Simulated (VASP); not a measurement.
Here is a VASP 6.6.1 calculation.

Contents of INCAR:

```
SYSTEM = W
PREC     = Accurate       ! precision mode
ENCUT    = 520            ! plane-wave cutoff, eV
EDIFF    = 1E-7           ! SCF threshold, eV
ISMEAR   = 0              ! smearing method
SIGMA    = 0.1            ! smearing width, eV
LREAL    = .False.        ! projectors in reciprocal space
LASPH    = .True.         ! aspherical terms in the spheres
NELM     = 80             ! most SCF steps
ALGO     = Normal         ! electronic algorithm
ISIF     = 2              ! what is computed and relaxed
LWAVE    = .False.        ! write WAVECAR
LCHARG   = .False.        ! write CHGCAR
GGA      = PE             ! functional
NBANDS   = 13             ! bands
```

KPOINTS

```
Automatic mesh
0
Gamma
  18 18 18
  0 0 0
```

File POSCAR:

```
W                                       
1.0
   -1.6238820755      1.6238820755      1.6238820755
    1.6238820755     -1.6238820755      1.6238820755
    1.6238820755      1.6238820755     -1.6238820755
  W             
     1
Direct
     0.0000000000000000    0.0000000000000000    0.0000000000000000
```

Potentials or basis: VASP PAW PBE potentials, release 64 (W_sv).

Run with:

```sh
$ cat potpaw_PBE.64/W_sv/POTCAR > POTCAR
$ mpirun -np 1 vasp_std > vasp.out
```

Problem. Estimate the pressure.

Solution. -15.7 GPa.

Problem. Predict the band gap on the k mesh.

Solution. None (metal or under the smearing width).

Caveat: so large a pressure means that the cell lies far from this level's equilibrium, or that cutoff or potentials fall short. The run has no spin-orbit coupling, so splittings on W are missing.
